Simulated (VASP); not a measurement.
Data:

```xyz
1
Lattice="-1.6342 1.6342 2.5695 1.6342 -1.6342 2.5695 1.6342 1.6342 -2.5695" Properties=species:S:1:pos:R:3 pbc="T T T"
In     0.0000     0.0000     0.0000
```

Level of theory: optB88-vdW, VASP's PBE PAW potentials (set 64) (plane waves; VASP). Settings: 520 eV cut-off, Gaussian smearing of 0.050 eV, potentials In_d.

Unless said otherwise, spin-orbit coupling is left out, though it shifts the bands of the heavy elements here.

Q: Predict the band gap (along the path) with the smallest direct gap where there is one.

A: 
```
Property                                                     Result
-------------------------  ----------------------------------------
band gap (along the path)  none (metal, semimetal or under 0.01 eV)
```

Total energies compare only between runs with the same potentials, cut-off and functional.

The compound is In in the bct structure. It was relaxed first.
